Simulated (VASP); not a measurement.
Set up this calculation in VASP 6.6.1, as the native input.

* Task: band structure
* Functional: PBE
* Potentials or basis: VASP PAW PBE potentials, release 64 (Hf_pv, Te, Se)
* Cutoff: 520 eV
* k mesh: 10 × 10 × 2
* Occupations: gaussian, width 0.1 eV
* Spin: no spin polarisation
* Further INCAR settings: ALGO = Normal; EDIFF = 1e-07; NBANDS = 32

The system is HfTeSe5.

```
CELL_PARAMETERS angstrom
3.77517 0.00000 0.00000
-1.88758 3.26939 0.00000
0.00000 0.00000 16.35760
ATOMIC_POSITIONS crystal
Hf 0.00000 0.00000 0.99300
Te 0.00000 0.00000 0.42046
Se 0.33333 0.66667 0.08932
Se 0.66667 0.33333 0.89721
Se 0.33333 0.66667 0.54069
Se 0.66667 0.33333 0.30828
Se 0.00000 0.00000 0.65104
```

The cell was built by a generator and needn't be a form met in nature.

One way to write it, as run:

POSCAR

```
HfTeSe5
1.0
    3.7751670000      0.0000000000      0.0000000000
   -1.8875840000      3.2693910000      0.0000000000
    0.0000000000      0.0000000000     16.3576000000
Hf Te Se
1 1 5
Direct
    0.0000000000      0.0000000000      0.9930040000
    0.0000000000      0.0000000000      0.4204610000
    0.3333330000      0.6666670000      0.0893240000
    0.6666670000      0.3333330000      0.8972070000
    0.3333330000      0.6666670000      0.5406860000
    0.6666670000      0.3333330000      0.3082760000
    0.0000000000      0.0000000000      0.6510400000
```

INCAR.step1

```
PREC = Accurate
ENCUT = 520
EDIFF = 1E-7
ISMEAR = 0
SIGMA = 0.1
LREAL = F
LASPH = T
NELM = 100
ALGO = Normal
ISIF = 2
LWAVE = F
LCHARG = T
LMAXMIX = 4
GGA = PE
NBANDS = 32
```

KPOINTS.step1

```
regular mesh
0
Gamma
  10 10 2
```

INCAR.step2

```
PREC = Accurate
ENCUT = 520
EDIFF = 1E-7
ISMEAR = 0
SIGMA = 0.05
LREAL = F
LASPH = T
NELM = 100
ALGO = Normal
ISIF = 2
LWAVE = F
LCHARG = F
LMAXMIX = 4
GGA = PE
NBANDS = 32
ICHARG = 11
```

KPOINTS.step2

```
path GMKGALHA,LM,KH
20
line-mode
reciprocal
 0.0000000000  0.0000000000  0.0000000000  G
 0.5000000000  0.0000000000  0.0000000000  M

 0.5000000000  0.0000000000  0.0000000000  M
 0.3333333333  0.3333333333  0.0000000000  K

 0.3333333333  0.3333333333  0.0000000000  K
 0.0000000000  0.0000000000  0.0000000000  G

 0.0000000000  0.0000000000  0.0000000000  G
 0.0000000000  0.0000000000  0.5000000000  A

 0.0000000000  0.0000000000  0.5000000000  A
 0.5000000000  0.0000000000  0.5000000000  L

 0.5000000000  0.0000000000  0.5000000000  L
 0.3333333333  0.3333333333  0.5000000000  H

 0.3333333333  0.3333333333  0.5000000000  H
 0.0000000000  0.0000000000  0.5000000000  A

 0.5000000000  0.0000000000  0.5000000000  L
 0.5000000000  0.0000000000  0.0000000000  M

 0.3333333333  0.3333333333  0.0000000000  K
 0.3333333333  0.3333333333  0.5000000000  H
```

Potentials or basis: VASP PAW PBE potentials, release 64 (Hf_pv, Te, Se).

Run with:

```console
$ cat potpaw_PBE.64/Hf_pv/POTCAR potpaw_PBE.64/Te/POTCAR potpaw_PBE.64/Se/POTCAR > POTCAR
$ cp INCAR.step1 INCAR
$ cp KPOINTS.step1 KPOINTS
$ mpirun -np 1 vasp_std > vasp.out
$ cp INCAR.step2 INCAR
$ cp KPOINTS.step2 KPOINTS
$ mpirun -np 1 vasp_std > vasp.out
```

It gave:

* Band gap along the path: none (metal or under the smearing width)

Caveat: the log is that of the step along the path at fixed density, whose energy, stress, charges and moments have no meaning; spin-orbit coupling is left out, which moves the levels of the heavy elements.

Run time: 13 min on 1 thread of Intel(R) Xeon(R) Platinum 8488C (Sapphire Rapids), on a shared host, peak memory 1.1 GiB.
